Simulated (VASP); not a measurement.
InAs:

```xyz
2
Lattice="0.0000 3.0180 3.0180 3.0180 0.0000 3.0180 3.0180 3.0180 0.0000" Properties=species:S:1:pos:R:3 pbc="T T T"
In    0.0000    0.0000    0.0000
As    1.5090    1.5090    1.5090
```

| Property | Result |
| --- | --- |
| Program | VASP 6.6.1 |
| Task | relaxation of cell and atoms |
| Functional | PBEsol |
| Potentials or basis | VASP PAW PBE potentials, release 64 (In_d, As) |
| Cutoff | 600 eV |
| k mesh | 10 × 10 × 10 |
| Occupations | gaussian, width 0.03 eV |
| Spin | no spin polarisation |

At the start: pressure 1.6 GPa; volume 27.49 Å³/atom.

Task: Where does the relaxation end?

Result: Over 3 steps the energy falls by 3.7 meV/atom and the volume is 28.25 Å³/atom (+2.8 %); space group F-43m (No. 216, to 0.05 Å).

The path:
| step | energy change (eV) | largest force (eV/Å) | pressure (GPa) | volume (Å³) |
| --- | --- | --- | --- | --- |
| 1 | 0.0000 | 0.0000 | 1.62 | 54.98 |
| 2 | -0.0059 | 0.0000 | -0.70 | 57.21 |
| 3 | -0.0075 | 0.0000 | 0.01 | 56.49 |

Final structure:
```yaml
crystal:
  lattice:
    - [0.00000, 3.04545, 3.04545]
    - [3.04545, 0.00000, 3.04545]
    - [3.04545, 3.04545, 0.00000]
  atoms:
    - { symbol: In, position: [0.00000, 0.00000, 0.00000] }
    - { symbol: As, position: [0.25000, 0.25000, 0.25000] }
```

Caveat: the PAW data sets were made with another functional, which shifts forces and pressure a little.
